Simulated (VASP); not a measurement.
Data:

```xyz
2
Lattice="1.3700 -2.3729 0.0000 1.3700 2.3729 0.0000 0.0000 0.0000 4.3900" Properties=species:S:1:pos:R:3 pbc="T T T"
Tc     1.3700     0.7910     1.0975
Tc     1.3700    -0.7910     3.2925
```

Computed with optB88-vdW, VASP's PBE PAW potentials (set 64) (plane waves; VASP). Numerical set-up: 520 eV cut-off, 14×14×8 Γ-centred mesh, first-order Methfessel-Paxton smearing of 0.10 eV, potentials Tc_pv.

Task: The ions, cell shape and volume are relaxed. Predict the relaxed structure.

Result: 
```xyz
2
Lattice="1.3761 -2.3834 0.0000 1.3761 2.3834 0.0000 0.0000 0.0000 4.3972" Properties=species:S:1:pos:R:3 pbc="T T T"
Tc     1.3761     0.7945     1.0993
Tc     1.3761    -0.7945     3.2979
```
Space group P6_3/mmc (194), at a tolerance of 0.03 Å.

Task: How do energy and volume change from the first to the last step?

Result: The energy (σ→0) changes by -1.6 meV/atom and the volume by +1.1 %, in 7 ionic steps.

The compound is Tc in the hcp structure. This run relaxes it. Symmetry was kept, so distortions that lower it aren't found.
